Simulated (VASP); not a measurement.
RuSe:

```
Ru Se
1.0
     3.18769    0.00000    0.00000
     0.00000    3.18769    0.00000
     0.00000    0.00000    3.18769
Ru Se
1 1
Direct
  0.00000 0.00000 0.00000
  0.50000 0.50000 0.50000
```

The cell comes from a database or a generator and needn't be the stable form of this composition.

Base run:

| Property | Result |
| --- | --- |
| Program | VASP 6.6.1 |
| Functional | PBEsol |
| Potentials or basis | VASP PAW PBE potentials, release 64 (Ru_pv, Se) |
| Cutoff | 520 eV |
| k mesh | 6 × 6 × 6 |
| Occupations | gaussian, width 0.05 eV |
| Spin | collinear spin, ferromagnetic start |
| Starting moments | [1.0, 0.0] μB |
| Fixed moment | 0 μB |
| Hubbard terms | Ru d U = 3 eV |

Its results: pressure -16.1 GPa; net moment 0.00 μB per cell.

Task: The run is repeated on the same cell with these changes: fixed moment from 0 μB to none; further incar settings from ALGO = Fast; EDIFF = 1e-06 to ALGO = Normal; EDIFF = 1e-07; NBANDS = 21. What comes out?

Result: Pressure -13.1 GPa; net moment 1.41 μB per cell; site moments Ru +1.45; Se -0.01 μB.

Caveats: the PAW data sets were made with another functional, which shifts forces and pressure a little; the total moment is fixed, so each spin has its own Fermi level (some runs).
